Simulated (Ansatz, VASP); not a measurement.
# Cross-check of Ca2AsI between VASP and Ansatz, part 2 of 2

Wanted: the spread between two codes on one cell, functional and k mesh. The cell is taken from a series of runs on this material, whose earlier steps may have relaxed, scaled, displaced or heated it; both programs get it as it stands.

VASP 6.6.1 and Ansatz 0.2.0.

So far: The structure; Ansatz: relaxation of cell and atoms, LDA.

## 3. VASP: relaxation of cell and atoms, LDA

Level of this step: LDA; plane waves and PAW (Ca_sv, As, I) (VASP).

The same cell, functional (in two slightly different forms), mesh and smearing now go to VASP, with its own data sets.

Lines of VASP's logs that name or quote its potential files are left out, and so is its time.

INCAR reads:

```
SYSTEM = Ca2AsI
PREC = Accurate
ENCUT = 500
EDIFF = 1E-07
NELM = 120
ISMEAR = 0
SIGMA = 0.02
LREAL = .FALSE.
ALGO = Normal
GGA = CA
NBANDS = 22
LORBIT = 11
LWAVE = .FALSE.
LCHARG = .FALSE.
ISIF = 3
IBRION = 2
NSW = 80
EDIFFG = -0.005
LASPH = .TRUE.
GGA_COMPAT = .FALSE.
NELMIN = 4
EFERMI = MIDGAP
KPAR = 2
```

POSCAR reads:

```
Ca2AsI
1.0
    2.1333650000      1.2316990000      7.2060080000
   -2.1333650000      1.2316990000      7.2060080000
    0.0000000000     -2.4633980000      7.2060080000
Ca As I
2 1 1
Direct
    0.2326522535      0.2326522535      0.2326522535
    0.7673477465      0.7673477465      0.7673477465
    0.5000000000      0.5000000000      0.5000000000
    0.0000000000      0.0000000000      0.0000000000
```

KPOINTS reads:

```
Automatic mesh
0
Gamma
9 9 9
0 0 0
```

PAW data sets: Ca_sv, As and I (LDA family, release 64).

Started as:

```console
$ mpirun -np 2 vasp_std
```

Numbers of over 12 decimals in the logs are rounded to 6 here.

The program printed:

```text
[banner, memory and clock lines left out]
running    2 mpi-ranks, on    1 nodes
 distrk:  each k-point on    1 cores,    2 groups
 distr:  one band on    1 cores,    1 groups

 POSCAR found type information on POSCAR CaAsI
 POSCAR found :  3 types and       4 ions
 LDA part: xc-table for (Slater(with rela. corr.)+CA(PZ))
 , standard interpolation
 POSCAR, INCAR and KPOINTS ok, starting setup
 FFT: planning ... GRIDC
 FFT: planning ... GRID_SOFT
 FFT: planning ... GRID
 WAVECAR not read
 entering main loop
       N       E                     dE             d eps       ncg     rms          rms(c)
DAV:   1     0.248576324806E+03    0.24858E+03   -0.14395E+04  3748   0.126E+03
DAV:   2    -0.416022098442E+00   -0.24899E+03   -0.23991E+03  4176   0.346E+02
DAV:   3    -0.179763461720E+02   -0.17560E+02   -0.17255E+02  6324   0.736E+01
DAV:   4    -0.190621771447E+02   -0.10858E+01   -0.10833E+01  5928   0.161E+01
DAV:   5    -0.191036592484E+02   -0.41482E-01   -0.41477E-01  5476   0.239E+00    0.632E+00
DAV:   6    -0.180380599574E+02    0.10656E+01   -0.17080E+00  4708   0.689E+00    0.367E+00
DAV:   7    -0.177517731650E+02    0.28629E+00   -0.16659E+00  4792   0.595E+00    0.122E+00
DAV:   8    -0.177302976301E+02    0.21476E-01   -0.27185E-01  4718   0.258E+00    0.607E-01
DAV:   9    -0.177281039876E+02    0.21936E-02   -0.48999E-02  5160   0.108E+00    0.312E-01
DAV:  10    -0.177259840296E+02    0.21200E-02   -0.15591E-02  4740   0.568E-01    0.153E-01
DAV:  11    -0.177259226242E+02    0.61405E-04   -0.12183E-03  5612   0.191E-01    0.666E-02
DAV:  12    -0.177258631953E+02    0.59429E-04   -0.49035E-04  4826   0.982E-02    0.240E-02
DAV:  13    -0.177258635664E+02   -0.37112E-06   -0.43413E-05  5092   0.341E-02    0.788E-03
DAV:  14    -0.177258635548E+02    0.11582E-07   -0.21459E-06  5252   0.100E-02    0.468E-03
DAV:  15    -0.177258634189E+02    0.13591E-06   -0.98092E-07  4414   0.492E-03    0.676E-04
DAV:  16    -0.177258634231E+02   -0.42178E-08   -0.74382E-08  3340   0.228E-03
   1 F= -.17725863E+02 E0= -.17725863E+02  d E =-.177259E+02
 curvature:   0.00 expect dE= 0.000E+00 dE for cont linesearch  0.000E+00
 trial: gam= 0.00000 g(F)=  0.634E-04 g(S)=  0.806E-03 ort = 0.000E+00 (trialstep = 0.100E+01)
 search vector abs. value=  0.870E-03
 bond charge predicted
       N       E                     dE             d eps       ncg     rms          rms(c)
DAV:   1    -0.177308162393E+02   -0.49528E-02   -0.14868E-01  3836   0.322E+00    0.375E-01
DAV:   2    -0.177275592932E+02    0.32569E-02   -0.13152E-02  5542   0.836E-01    0.237E-01
DAV:   3    -0.177261280332E+02    0.14313E-02   -0.59587E-03  7020   0.540E-01    0.582E-02
DAV:   4    -0.177261760834E+02   -0.48050E-04   -0.49744E-04  5322   0.132E-01    0.428E-02
DAV:   5    -0.177262079861E+02   -0.31903E-04   -0.57452E-05  7354   0.273E-02    0.277E-02
DAV:   6    -0.177262199846E+02   -0.11998E-04   -0.15587E-05  6016   0.288E-02    0.561E-03
DAV:   7    -0.177262210108E+02   -0.10263E-05   -0.21895E-06  6786   0.686E-03    0.225E-03
DAV:   8    -0.177262209863E+02    0.24481E-07   -0.49013E-08  3332   0.187E-03
   2 F= -.17726221E+02 E0= -.17726221E+02  d E =-.357563E-03
 trial-energy change:   -0.000358  1 .order   -0.000356   -0.000870    0.000158
 step:   0.8476(harm=  0.8462)  dis= 0.00105  next Energy=   -17.726233 (dE=-0.370E-03)
 bond charge predicted
       N       E                     dE             d eps       ncg     rms          rms(c)
DAV:   1    -0.177263402431E+02   -0.11923E-03   -0.34421E-03  3938   0.488E-01    0.575E-02
DAV:   2    -0.177262637696E+02    0.76474E-04   -0.30202E-04  5458   0.128E-01    0.357E-02
DAV:   3    -0.177262308912E+02    0.32878E-04   -0.13453E-04  6938   0.815E-02    0.871E-03
DAV:   4    -0.177262320337E+02   -0.11425E-05   -0.11590E-05  5346   0.202E-02    0.641E-03
DAV:   5    -0.177262327729E+02   -0.73919E-06   -0.13828E-06  7320   0.418E-03    0.408E-03
DAV:   6    -0.177262330366E+02   -0.26370E-06   -0.30299E-07  4190   0.427E-03    0.793E-04
DAV:   7    -0.177262330570E+02   -0.20364E-07   -0.62030E-08  2746   0.185E-03
   3 F= -.17726233E+02 E0= -.17726233E+02  d E =-.369634E-03
 curvature:  -0.42 expect dE=-0.828E-06 dE for cont linesearch -0.558E-09
 trial: gam= 0.00348 g(F)=  0.131E-07 g(S)=  0.194E-05 ort =-0.107E-05 (trialstep = 0.970E+00)
 search vector abs. value=  0.196E-05
 reached required accuracy - stopping structural energy minimisation
```

OUTCAR, selected parts (step 3):

```text
ion  position               nearest neighbor table
   1  0.233  0.233  0.233-   3 2.85   3 2.85   3 2.85   4 3.29   4 3.29   4 3.29
   2  0.767  0.767  0.767-   3 2.85   3 2.85   3 2.85   4 3.29   4 3.29   4 3.29
   3  0.500  0.500  0.500-   1 2.85   1 2.85   2 2.85   2 2.85   1 2.85   2 2.85
   4  0.000  0.000  0.000-   2 3.29   2 3.29   1 3.29   1 3.29   2 3.29   1 3.29

  LATTYP: Found a trigonal (rhomboedric) cell.
 ALAT       =     7.6154369504
 COS(alpha) =     0.8430465938

 Subroutine GETGRP returns: Found 12 space group operations
 (whereof 12 operations were pure point group operations)

The static configuration has the point symmetry D_3d.

 Found     85 irreducible k-points:

   k-points           NKPTS =     85   k-points in BZ     NKDIM =     85   number of bands    NBANDS=     22

   dimension x,y,z NGX =    56 NGY =   56 NGZ =   56
   dimension x,y,z NGXF=   112 NGYF=  112 NGZF=  112

   ENCUT  =  500.0 eV  36.75 Ry    6.06 a.u.  13.88 13.88 13.88*2*pi/ulx,y,z

   NELECT =      32.0000    total number of electrons

 k-points in reciprocal lattice and weights: Automatic mesh
   0.00000000  0.00000000  0.00000000       0.001
   0.11111111  0.00000000  0.00000000       0.008
   0.22222222  0.00000000  0.00000000       0.008
   0.33333333  0.00000000  0.00000000       0.008
   0.44444444  0.00000000  0.00000000       0.008
   0.11111111  0.11111111  0.00000000       0.008
   0.22222222  0.11111111  0.00000000       0.016
   0.33333333  0.11111111  0.00000000       0.016
   0.44444444  0.11111111  0.00000000       0.016
[...]
0.44444444  0.44444444  0.44444444       0.003
  -0.44444444  0.44444444  0.44444444       0.008

 average (electrostatic) potential at core
       1 -45.0072       2 -45.0072       3 -51.9626       4 -93.5669

 E-fermi :   4.3235

 k-point     1 :       0.0000    0.0000    0.0000
  band No.  band energies     occupation
    ...
     12       1.0709      2.00000
     13       1.0709      2.00000
     14       3.1600      2.00000
     15       3.7044      2.00000
     16       3.7044      2.00000
     17       5.9342      0.00000
     18       6.5266      0.00000
     19       6.5266      0.00000
     20       6.6319      0.00000
     21       7.2294      0.00000
    ...

 k-point     2 :       0.1111    0.0000    0.0000
  band No.  band energies     occupation
    ...
     12       0.7507      2.00000
     13       1.0113      2.00000
     14       3.0713      2.00000
     15       3.2727      2.00000
     16       3.6392      2.00000
     17       6.2603      0.00000
     18       6.5379      0.00000
     19       6.7668      0.00000
     20       6.8111      0.00000
     21       7.2321      0.00000
    ...

 k-point     3 :       0.2222    0.0000    0.0000
  band No.  band energies     occupation
    ...
     12       0.0438      2.00000
     13       0.8643      2.00000
     14       2.5471      2.00000
     15       2.9566      2.00000
     16       3.5170      2.00000
     17       6.0397      0.00000
     18       6.7911      0.00000
     19       6.9922      0.00000
     20       7.3292      0.00000
     21       7.4382      0.00000
    ...

  Total        0.0042966      0.0042966     -0.0111435      0.0000000      0.0000000      0.0000000
  in kB        0.0603179      0.0603179     -0.1564385      0.0000000      0.0000000      0.0000000
  external PRESSURE =      -0.0119342 kB  Pullay stress =       0.0000000 kB

  energy-cutoff  :      500.00
  volume of cell :      114.13
      direct lattice vectors                 reciprocal lattice vectors
     2.136857525  1.233715411  7.215192329     0.233988459  0.135093284  0.046198815
    -2.136857525  1.233715411  7.215192329    -0.233988459  0.135093284  0.046198815
     0.000000000 -2.467430822  7.215192329     0.000000000 -0.270186568  0.046198815

 POSITION                                       TOTAL-FORCE (eV/Angst)
 -----------------------------------------------------------------------------------
      0.00000      0.00000      5.03694         0.000000      0.000000     -0.000369
      0.00000      0.00000     16.60864         0.000000     -0.000000      0.000369
      0.00000      0.00000     10.82279        -0.000000     -0.000000      0.000000
      0.00000     -0.00000      0.00000         0.000000      0.000000     -0.000000
 -----------------------------------------------------------------------------------
    total drift:                               -0.000000     -0.000000      0.000000

  FREE ENERGIE OF THE ION-ELECTRON SYSTEM (eV)
  ---------------------------------------------------
  free  energy   TOTEN  =       -17.7262330570 eV

  energy  without entropy=      -17.7262330570  energy(sigma->0) =      -17.72623306

 reached required accuracy - stopping structural energy minimisation

 total charge
# of ion       s       p       d       tot
------------------------------------------
    1        2.044   5.841   0.288   8.173
    2        2.044   5.841   0.288   8.173
    3        1.209   1.687   0.004   2.899
    4        1.502   2.843   0.011   4.356
--------------------------------------------------
tot          6.799  16.211   0.590  23.601

[... 3 further parts left out ...]
```

The gap is read on the k-mesh alone, so it is an upper bound where the band edges lie off the mesh. The run keeps the 12 symmetry operations of its start, so it cannot find a distortion of lower symmetry.

## 4. Side by side

Known differences besides the potentials themselves: the two LDA forms differ slightly; the data sets hold 52 valence electrons in Ansatz (on its default PAW (the set named soft_2) files) and 32 in VASP; the cutoff is 420 eV in Ansatz and 500 eV in VASP; VASP's log shows a relativistic correction to its local exchange, Ansatz's none; Ansatz adds a Pulay correction to the stress that steers its cell, VASP none. Total energies have different zeros and are not compared.

Both answers:

```
                                         quantity  Ansatz    VASP  difference
                                      volume (Å³)  113.61  114.13     -0.45 %
edge a after relaxation, in the typed setting (Å)   7.615   7.625     -0.13 %
```

## 5. Summary of results

- difference in volume (relaxation of cell and atoms, LDA): -0.45 %

In words: The difference in volume is -0.45 % (relaxation of cell and atoms, LDA), within the 1.2 % picked in this series as the mark of a large difference, as far as the stopping tolerances let one tell. The data sets hold unlike numbers of valence electrons (52 in Ansatz and 32 in VASP), so part of the differences comes from the potentials. 1 further run of this series is not shown here. Such differences can come from data sets, numerical settings and the points named under the comparisons, not from the functional's error against experiment.

[Lines on the potential files, build, host, timing and source positions are cut from VASP's logs without a mark.]

[Logs are printed without paths, hosts, clocks, repeated set-up lines and the standing remarks that a program may print on its own settings, such as how far it seeks lower states.]

[Hosts, paths, dates, database ids (printed as entryN), source tags and the programs' standing remarks are cut or masked in the printed files.]
